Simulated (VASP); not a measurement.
Given:

```
SnSe2
1.0
    1.94918    -3.32619     0.00000
    1.94918     3.32619     0.00000
    0.00000     0.00000     6.59358
Sn Se
1 2
Cartesian
  0.00000   0.00000   0.00000
  1.94918   1.10873   1.59673
  1.94918  -1.10873   4.99685
```

The numbers are results of r2SCAN meta-GGA, VASP's PBE PAW potentials (set 64) (plane waves; VASP), not measurements. Numerical set-up: 480 eV cut-off, 6×6×4 Γ-centred mesh, Gaussian smearing of 0.050 eV, potentials Sn_d Se.

The ions are relaxed. Which structure does the run end with?

```
SnSe2
1.0
    1.94918    -3.32619     0.00000
    1.94918     3.32619     0.00000
    0.00000     0.00000     6.59358
Sn Se
1 2
Direct
  0.00000   0.00000   0.00000
  0.33335   0.66665   0.23765
  0.66665   0.33335   0.76235
```
Space group C2/m (12), at a tolerance of 0.03 Å.

How much energy does the relaxation gain?

The energy (σ→0) changes by -3.0 meV/atom, in 3 ionic steps.

The compound is SnSe2 in the 1T layered structure. This cell was strained or had an atom moved on purpose. Symmetry was kept, so distortions that lower it aren't found.
